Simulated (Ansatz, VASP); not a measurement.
# TiTe2 in two plane-wave programs, part 2 of 2

Aim: how closely do two programs agree when they are given the same cell, functional and k mesh? The cell is taken from a series of runs on this material, whose earlier steps may have relaxed, scaled, displaced or heated it; both programs get it as it stands.

VASP 6.6.1 and Ansatz 0.2.0.

So far: Starting point; VASP: zone-centre phonons, LDA.

**3. Ansatz: zone-centre phonons, LDA**

Level of this step: Ansatz beside VASP: Kohn-Sham DFT, plane waves, LDA (Ansatz).

Ansatz runs on its PAW soft_1 files.

The same cell, functional (in two slightly different forms), mesh and smearing now go to Ansatz, which takes its cutoff from its data sets.

File input.yaml:

```yaml
crystal:
  lattice:
    - [3.6512032309, 0.0, 0.0]
    - [-1.8256016154, 3.1620347523, 0.0]
    - [0.0, 0.0, 6.295222683]
  atoms:
    - { symbol: Ti, position: [0.0, 0.0, 0.0] }
    - { symbol: Te, position: [0.6666666667, 0.3333333333, 0.2712415158] }
    - { symbol: Te, position: [0.3333333333, 0.6666666667, 0.7287584842] }
kpoints:
  mp_grid: { grid: [15, 15, 8] }
hamiltonian:
  xc: lda
  pseudopotentials: { kind: paw, azcp: { folder: soft_1 }, xc_functional: pbe }
scf:
  occupations: { method: methfessel_paxton, width: 0.2 }
output:
  eigenvalues: true
phonons:
  method: dfpt
```

Launch:

```sh
$ ansatz run input.yaml --threads 4 --pin off --max-ram 15360MiB --backend cpu --events-out ev --progress --plain --runs-dir out
```

Numbers of over 12 decimals in the logs are rounded to 6 here.

What it wrote:

```text
Engine: ansatz 0.2.0, aarch64-unknown-linux-gnu
Pseudopotentials: kind: paw
Pseudopotential: Ti, paw, valence charge 12, recommended cutoff 420 eV (normal), soft_1/Ti.paw.azcp
Pseudopotential: Te, paw, valence charge 16, recommended cutoff 420 eV (normal), soft_1/Te.paw.azcp
Functional definition: SPW92
  exchange = slater_x
  correlation = pw_c
Crystal: 3 atoms, lattice volume = 72.680 Å³
Basis set: ecut = 420 eV, 1377 PW (Γ), exchange–correlation on 50×50×90 points (8 copies of the dense FFT grid, shifted against one another)
Bands: 27, of which v1, the nominal top of the filled ones, is band 22 counted from 1 (21 counted from 0)
Symmetry: 12 space group operations
k-points: 488 of 1800 (irreducible under 2 space group operations, time reversal used)
Non-local potential: Ti, projectors of the file, l = 0: 3, l = 1: 2, l = 2: 3, l = 3: 1
Non-local potential: Te, projectors of the file, l = 0: 2, l = 1: 2, l = 2: 2, l = 3: 1
PAW form: soft (Blöchl's): semilocal exchange-correlation on the pseudo side does not see the compensation charge
PAW frozen core: Ti, regenerated for the run's functional, and the local potential with it (the file was generated under x = pbe(κ = 0.804, μ = 0.219515), c = pbe(β = 0.066725))
PAW frozen core: Te, regenerated for the run's functional, and the local potential with it (the file was generated under x = pbe(κ = 0.804, μ = 0.219515), c = pbe(β = 0.066725))
PAW one-centre angular grid: Ti, 590 points (default); XC on 64 Gauss nodes
PAW one-centre angular grid: Te, 590 points (default); XC on 64 Gauss nodes
Initial density: superposition of atomic densities (chi_scale 0.1, normalization cell, long waves kept (reshape's long-wave potential 0.04 eV rms))
Initial wavefunctions: pseudopotential atomic-orbital guess
Functional: x = slater, c = lda
SCF iter   1: F=—  HF=-16110.735380 eV  |F-HF|=—  |Δ(HF+E_count)|=         —  Δρ=1.45e-1  dr2=4.55e1  ethr=3.10e-3  ⟨swp⟩=5.6  Hψ=55262  notcnv=0
preconditioner: auto → Kerker (q_TF=auto, 2.509 Å⁻¹)  [metal: Δε(μ)=0.008 eV  Ē_g=5.927 eV  σ=0.200 eV  W_gap=0.03  n_scr=22 (ndim 8)  ℏωp=17.4 eV  f_vac=0.000  D(μ)=1.48/eV (n_scr^D=2)]
SCF iter   2: F=—  HF=-16108.524786 eV  |F-HF|=—  |Δ(HF+E_count)|=    2.21e0  S|Δr|=    0.00e0  Δρ=7.93e-2  dr2=1.65e1  ethr=3.10e-3  ⟨swp⟩=2.9  Hψ=19815  notcnv=0  defer=35
SCF iter   3: F=—  HF=-16107.116235 eV  |F-HF|=—  |Δ(HF+E_count)|=    1.41e0  S|Δr|=    0.00e0  Δρ=1.58e-2  dr2=7.05e-1  ethr=3.10e-3  ⟨swp⟩=3.0  Hψ=19596  notcnv=0  defer=35
SCF iter   4: F=—  HF=-16107.047372 eV  |F-HF|=—  |Δ(HF+E_count)|=   6.89e-2  S|Δr|=    0.00e0  Δρ=3.89e-3  dr2=2.38e-2  ethr=1.60e-3  ⟨swp⟩=1.9  Hψ=17235  notcnv=0  defer=3
SCF iter   5: F=—  HF=-16107.042610 eV  |F-HF|=—  |Δ(HF+E_count)|=   4.76e-3  S|Δr|=    0.00e0  Δρ=1.61e-3  dr2=3.30e-3  ethr=5.41e-5  ⟨swp⟩=2.0  Hψ=16131  notcnv=0  defer=3
SCF iter   6: F=—  HF=-16107.042075 eV  |F-HF|=—  |Δ(HF+E_count)|=   5.35e-4  S|Δr|=    0.00e0  Δρ=5.73e-4  dr2=3.29e-4  ethr=7.51e-6  ⟨swp⟩=2.0  Hψ=16128  notcnv=0  defer=3
SCF iter   7: F=—  HF=-16107.042043 eV  |F-HF|=—  |Δ(HF+E_count)|=   3.19e-5  S|Δr|=    0.00e0  Δρ=2.53e-4  dr2=6.81e-5  ethr=7.47e-7  ⟨swp⟩=2.6  Hψ=21387  notcnv=0  defer=3
SCF iter   8: F=—  HF=-16107.042034 eV  |F-HF|=—  |Δ(HF+E_count)|=   9.43e-6  S|Δr|=    0.00e0  Δρ=7.63e-5  dr2=6.33e-6  ethr=1.55e-7  ⟨swp⟩=2.2  Hψ=16646  notcnv=0  defer=3
SCF iter   9: F=—  HF=-16107.042034 eV  |F-HF|=—  |Δ(HF+E_count)|=   7.81e-8  S|Δr|=    0.00e0  Δρ=1.57e-5  dr2=1.33e-7  ethr=1.44e-8  ⟨swp⟩=3.0  Hψ=25372  notcnv=0  defer=3
SCF iter  10: F=—  HF=-16107.042033 eV  |F-HF|=—  |Δ(HF+E_count)|=   9.87e-7  S|Δr|=    0.00e0  Δρ=3.62e-6  dr2=1.33e-8  ethr=3.03e-10  ⟨swp⟩=2.0  Hψ=23134  notcnv=0  defer=3
SCF iter  11: F=—  HF=-16107.042033 eV  |F-HF|=—  |Δ(HF+E_count)|=   2.66e-9  S|Δr|=    0.00e0  Δρ=1.40e-6  dr2=1.97e-9  ethr=3.02e-11  ⟨swp⟩=3.0  Hψ=24528  notcnv=0  defer=3
SCF iter  12: F=—  HF=-16107.042033 eV  |F-HF|=—  |Δ(HF+E_count)|=  3.37e-10  S|Δr|=    0.00e0  Δρ=3.26e-7  dr2=1.40e-10  ethr=4.47e-12  ⟨swp⟩=2.2  Hψ=15807  notcnv=0  defer=3
SCF iter  13: F=-16107.042033 eV  HF=-16107.042033 eV  |F-HF|=3.64e-12  |Δ(HF+E_count)|=  1.64e-11  S|Δr|=    0.00e0  Δρ=7.86e-8  dr2=4.80e-12  ethr=1.00e-12  ⟨swp⟩=5.3  Hψ=59903  notcnv=0
SCF 1 converged in 13 iterations: F = -16107.042033 eV  dr2 = 4.80e-12
  greatest PAW one-centre occupation: 0.999 electrons in one spin orbital (limit 2), on the Te atom at site 2 (counted from 0), in its partial waves of l = 2
DFPT response loops at Γ: preconditioner auto → Kerker (q_TF=auto, 2.509 Å⁻¹) (partly filled bands, converged f_vac=0.004); β = 1.00, the filter's whole step (`scf.mixing.beta` (0.50) is not read by the response loops under this deck's `scf.mixing.preconditioner`; to damp them name `kerker` or `kerker_dos`, under which they read `scf.mixing.beta`, and type it under 1.00, their step now; both keys bind the ground state too); Broyden in place of MSR1
SCF converged after 13 iterations
Stability not checked: this state was not tested for a lower state beside it, because cold or Methfessel-Paxton smearing, or corrected tetrahedra, fill the levels in a way that the test cannot read (fill_not_monotonic; see scf.lower_state_search)
Free energy (F): -16107.042033 eV
Harris-Foulkes:  -16107.042033 eV  (|F-HF|=3.64e-12)
Internal energy: -16107.043342 eV  (E = F + TS)
E sigma→0 (E₀):  -16107.042360 eV
Entropy (-TS):   0.001309 eV (0.436 meV/atom)
Fermi energy:    11.544916 eV
--- Per-component energies (eV) ---
  E_band       = -612.583858
  E_kinetic    = 630.594292
  E_local      = -3934.212059  (includes V_loc(G=0)·N_el)
  E_nonlocal   = 209.736823
  E_hartree    = 1904.097902
  E_xc         = -360.809092
  E_vxc        = -352.416282  (∫ρ·V_xc dr)
  E_paw        = -10033.253683  (= ΣΔE_a)
  E_vpaw       = -974.482498  (= ΣTr[D̂ρ^β])
  E_aug_tail   = 0.000050  (compensation charges beyond the density's cutoff)
  E_ewald      = -4524.880811
  E_core_change = 1.683235  (= ΣΔE_core)
  E_smearing   = 0.001309  (= −TS)
  E_closure    = 0.000000  (closes the sum)
  Σ components = -16107.042033   (vs F -16107.042033, Δ=0.00e0)
--- Band table (eV; the first three rows and the last of 488) ---
  k-point 0: bands = [... 18 lower, 9.8882, 11.7344, 11.9762, 11.9762, 12.3614, 12.9254, 12.9254, 14.7967, ... 1 higher]
  k-point 1: bands = [... 18 lower, 9.9021, 11.2866, 11.9737, 11.9737, 12.4975, 12.8464, 12.8464, 14.8957, ... 1 higher]
  k-point 2: bands = [... 18 lower, 9.9369, 10.3883, 11.9679, 11.9679, 12.6165, 12.6755, 12.6755, 15.1183, ... 1 higher]
  k-point 487: bands = [... 18 lower, 8.2994, 8.7274, 9.3512, 10.0645, 12.2162, 13.0474, 13.2086, 13.6678, ... 1 higher]
--- Phonons (Γ-DFPT): 4 representative perturbations + reference, on 488 of 1800 k-points (Σ response iterations 13) ---
  k mesh reduced under 2 symmetry operations, with k and −k counted as one. Each operation leaves every solved perturbation unchanged. A smaller set is not used because it would not reduce the number of displacements times k-points to solve
  ASR residual: 3.729e-5 → 0.000e0 eV/Å²; symmetrization residual: 1.049e-5 eV/Å²
  ASR residual per site (eV/Å²): 1.20e-5 3.73e-5 3.73e-5
  Γ frequencies (cm⁻¹): 0.00 0.00 0.00 105.11 105.11 152.62 199.19 199.19 287.68
  non-analytic LO–TO correction: not included (Born effective charges unavailable; polar crystals: no LO–TO splitting at Γ)
```

Reading the cycles: dr2 is the Hartree energy of the density residual (eV), the measure of convergence; HF is the Harris–Foulkes estimate of the energy, which meets the free energy F at convergence.

**4. Comparison**

Known differences besides the potentials themselves: the two LDA forms differ slightly; the data sets hold 44 valence electrons in Ansatz (on its PAW soft_1 files) and 24 in VASP; the cutoff is 420 eV in Ansatz and 500 eV in VASP; VASP's log shows a relativistic correction to its local exchange, Ansatz's none. Total energies have different zeros and are not compared.

Compared:

| quantity | Ansatz | VASP | difference |
| --- | --- | --- | --- |
| optical mode 1 to 2 (cm⁻¹) | 105.1 | 105.3 | -0.19 % |
| optical mode 3 (cm⁻¹) | 152.6 | 152.7 | -0.06 % |
| optical mode 4 to 5 (cm⁻¹) | 199.2 | 201.0 | -0.89 % |
| optical mode 6 (cm⁻¹) | 287.7 | 288.9 | -0.43 % |

Modes are paired by rising frequency, not by their patterns, so a pair may set unlike modes beside each other; they are those without the splitting of longitudinal modes.

**5. Results**

```json
{
  "r.m.s. difference of the optical zone-centre modes, each program's sorted by frequency (zone-centre phonons, LDA)": "1.2 cm⁻¹",
  "difference in optical mode 4 to 5 (zone-centre phonons, LDA)": "-0.9 %"
}
```

**Reading.** The r.m.s. difference of the optical zone-centre modes, each program's sorted by frequency is 1.2 cm⁻¹ (zone-centre phonons, LDA). The data sets hold unlike numbers of valence electrons (44 in Ansatz and 24 in VASP), so part of the differences comes from the potentials. Among the rows given in per cent, the largest difference of the zone-centre phonons, LDA pair is in optical mode 4 to 5, -0.9 %. Such differences can come from data sets, numerical settings and the points named under the comparisons, not from the functional's error against experiment.

[Lines on the potential files, build, host, timing and source positions are cut from VASP's logs without a mark.]

[Logs are printed without paths, hosts, clocks, repeated set-up lines and the standing remarks that a program may print on its own settings, such as how far it seeks lower states.]

[Hosts, paths, dates, database ids (printed as entryN), source tags and the programs' standing remarks are cut or masked in the printed files.]
